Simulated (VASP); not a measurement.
Calculation: PBE GGA, VASP's PBE PAW potentials (set 64) (plane waves; VASP).

VASP input:

### INCAR
```
! general
SYSTEM  = SnSe2
PREC    = Accurate
ENCUT   = 520
LREAL   = .FALSE.
LASPH   = .TRUE.   ! aspherical one-centre terms

! electronic loop
EDIFF   = 1E-6
NELM    = 100   ! most electronic steps
ALGO    = Normal
LMAXMIX = 4

! smearing
ISMEAR  = 0   ! Gaussian
SIGMA   = 0.05   ! width (eV)

! functional
GGA     = PE   ! PBE

! output
LWAVE   = .FALSE.
LCHARG  = .TRUE.
```

KPOINTS:
```
kpoints
0
gamma
6 6 3
```

File POSCAR:
```
SnSe2
1.0
  1.9394816972  -3.3592810631   0.0000000000
  1.9394816972   3.3592810631   0.0000000000
  0.0000000000   0.0000000000   6.8784923810
Sn Se
1 2
Cart
  0.0000000000   0.0000000000   0.0000000000
  1.9394816972   1.1197625939   1.5939659621
  1.9394816972  -1.1197625939   5.2845264189
```

POTCAR, in this order: Sn_d Se (PBE.64 set). Program: vasp_std.

Without a dispersion term in the relaxation, distances and binding between the weakly bound layers, chains or molecules are unreliable, and so is what depends on them.

### Question
Predict the energy per atom (σ→0).

### Answer

```yaml
energy per atom (σ→0): -3.954 eV/atom
```

### OSZICAR
```
...
DAV:   6    -0.118767959885E+02    0.26000E+00   -0.67252E-01   839   0.872E+00    0.302E+00
DAV:   7    -0.118618329683E+02    0.14963E-01   -0.15729E-01   725   0.273E+00    0.974E-01
DAV:   8    -0.118617878017E+02    0.45167E-04   -0.12855E-02   717   0.113E+00    0.266E-01
DAV:   9    -0.118623608513E+02   -0.57305E-03   -0.14444E-03   713   0.327E-01    0.808E-02
DAV:  10    -0.118623819480E+02   -0.21097E-04   -0.12557E-04   831   0.884E-02    0.326E-02
DAV:  11    -0.118624194169E+02   -0.37469E-04   -0.60400E-05   645   0.487E-02    0.103E-02
DAV:  12    -0.118624193993E+02    0.17591E-07   -0.28741E-06   676   0.137E-02
   1 F= -.11862419E+02 E0= -.11862419E+02  d E =-.262811E-15
```

The compound is SnSe2 in the 1T layered structure. It was relaxed first, which changed the volume by +16 %.
